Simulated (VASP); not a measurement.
An input for Ansatz (written as the equivalent of a VASP run, and not itself run):

Ansatz 0.2 input:
```yaml
crystal:
  lattice:
    - [3.3410000, 0.0000000, 0.0000000]
    - [0.0000000, 3.3410000, 0.0000000]
    - [0.0000000, 0.0000000, 3.3410000]
  atoms:
    - { symbol: Ru, position: [0.0000000, 0.0000000, 0.0000000] }
    - { symbol: Si, position: [0.5000000, 0.5000000, 0.5000000] }
kpoints:
  mp_grid: { grid: [10, 10, 10] }
hamiltonian:
  xc: pbesol
  pseudopotentials: { kind: paw }
scf:
  occupations: { method: methfessel_paxton, width: 0.1 }
  max_iter: 100
relax:
  max_steps: 60
  f_tol: 0.01
  cell: {}
output: { forces: true, stress: true, eigenvalues: true }
```

Task: Write the VASP files for the same calculation (PBEsol).

Result: This is not unique; one that fits is 
File POSCAR:
```
RuSi
1
    3.3410000000     0.0000000000     0.0000000000
    0.0000000000     3.3410000000     0.0000000000
    0.0000000000     0.0000000000     3.3410000000
Ru Si
1 1
Direct
  0.0000000000   0.0000000000   0.0000000000
  0.5000000000   0.5000000000   0.5000000000
```

KPOINTS:
```
K-points
0
Gamma
10 10 10
0 0 0
```

### INCAR
```
! general
SYSTEM  = RuSi
PREC    = Accurate
ENCUT   = 400
LREAL   = .FALSE.
LASPH   = .TRUE.

! electronic loop
EDIFF   = 1E-6
NELM    = 100
ALGO    = Normal
LMAXMIX = 4

! smearing
ISMEAR  = 1
SIGMA   = 0.1

! functional
GGA     = PS

! ions
IBRION  = 2
NSW     = 60
ISIF    = 3
EDIFFG  = -0.01

! output
LWAVE   = .FALSE.
LCHARG  = .FALSE.
```

POTCAR, in this order: Ru_pv Si (PBE.64 set). Program: vasp_std.

The two are equivalent in intent, not identical: each code has its own PAW files, so the cut-off isn't converted (ENCUT is set for VASP's; basis.ecutwfc is left out, and Ansatz then takes the one that its files recommend); Ansatz stops its SCF on the density residual and VASP on the energy change (EDIFF).

The structure was generated: RuSi was put into the CsCl type type (Pm-3m), which need not be its known phase. This run relaxes it. Symmetry was kept, so distortions that lower it aren't found.
